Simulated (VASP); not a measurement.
Here is the system:

```xyz
5
Lattice="1.9805 -3.4303 0.0000 1.9805 3.4303 0.0000 0.0000 0.0000 6.2798" Properties=species:S:1:pos:R:3 pbc="T T T"
La     1.9805     1.1434     1.5613
La     1.9805    -1.1434     4.7185
O      0.0000     0.0000     6.2798
O      1.9805     1.1434     4.0515
O      1.9805    -1.1434     2.2284
```

Computed with RPBE GGA, VASP's PBE PAW potentials (set 64) (plane waves; VASP). Settings: 520 eV cut-off, Gaussian smearing of 0.050 eV, potentials La O.

Task: Estimate the band gap (along the path) with the smallest direct gap where there is one.

Result: 
| Quantity | Result |
|---|---|
| band gap (along the path) | 3.89 eV |
| smallest direct gap (along the path) | 4.08 eV |

The absolute energy has meaning only against runs of the same code, potentials and settings.

The compound is La2O3 in the a-type structure. It was relaxed first.
